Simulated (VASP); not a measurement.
Data:

```
LiCl
1.0
    0.00000     2.54761     2.54761
    2.54761     0.00000     2.54761
    2.54761     2.54761     0.00000
Li Cl
1 1
Cartesian
  0.00000   0.00000   0.00000
  2.54761   2.54761   2.54761
```

Method: rev-vdW-DF2, VASP's PBE PAW potentials (set 64) (plane waves; VASP). Numerical set-up: 520 eV cut-off, 8×8×8 Γ-centred mesh, Gaussian smearing of 0.050 eV, potentials Li_sv Cl.

Q: Estimate the energy per atom (σ→0), band gap (on the k-mesh) with the smallest direct gap where there is one.

A: 
```
Property                                     Result
-----------------------------------  --------------
band gap (on the k-mesh)                    6.43 eV
smallest direct gap (on the k-mesh)         6.43 eV
energy per atom (σ→0)                -2.654 eV/atom
```

Only differences to runs with the same potentials and settings are physical.

The compound is LiCl in the rock salt structure. It was relaxed first. The start is the result of an earlier pass.
